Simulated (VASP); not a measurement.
```yaml
crystal:
  lattice:
    - [0.00000, 3.29331, 3.29331]
    - [3.29331, 0.00000, 3.29331]
    - [3.29331, 3.29331, 0.00000]
  atoms:
    - { symbol: Cd, position: [0.00000, 0.00000, 0.00000] }
    - { symbol: Te, position: [0.25000, 0.25000, 0.25000] }
```

Calculation: vdW-DF-cx, VASP's PBE PAW potentials (set 64) (plane waves; VASP). Run with 520 eV cut-off, 7×7×7 Γ-centred mesh, Gaussian smearing of 0.050 eV, potentials Cd Te.

Q: Give the stress tensor in GPa (positive for a compressed cell).

A: 
```
-1.11   0.00   0.00
 0.00  -1.11   0.00
 0.00   0.00  -1.11
```
The pressure is its mean diagonal, -1.11 GPa.

The compound is CdTe in the zinc blende structure. This cell is one point of a volume scan, at 1.03 of the reference volume.
